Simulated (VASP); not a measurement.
Here is the system:

```
LaS
1.0
    0.00000     3.25452     3.25452
    3.25452     0.00000     3.25452
    3.25452     3.25452     0.00000
La S
1 1
Direct
  0.00000   0.00000   0.00000
  0.25000   0.25000   0.25000
```

The numbers are results of PBE GGA, VASP's PBE PAW potentials (set 64) (plane waves; VASP), not measurements. Run with 400 eV cut-off, Gaussian smearing of 0.050 eV, potentials La S.

Task: Give the energies of bands 6 to 11 at the high-symmetry points, in eV from the Fermi level.

Result: 
```csv
band,Γ,X,U,L,W
6,-4.53,-4.94,-4.61,-4.24,-4.31
7,-4.53,-3.53,-3.75,-4.17,-4.23
8,-4.53,-3.53,-3.73,-4.17,-3.53
9,-0.59,-0.30,-0.39,0.46,-0.38
10,1.14,0.63,0.73,0.90,0.50
11,1.14,1.06,0.95,0.95,1.02
```

It has no gap at this level: it comes out as a metal or semimetal.

The structure was generated: LaS was put into the zinc blende type (F-43m), which need not be its known phase. It was relaxed first, which changed the volume by -26 %. The electron count is odd and the run is not spin-polarised, which forces a metal.
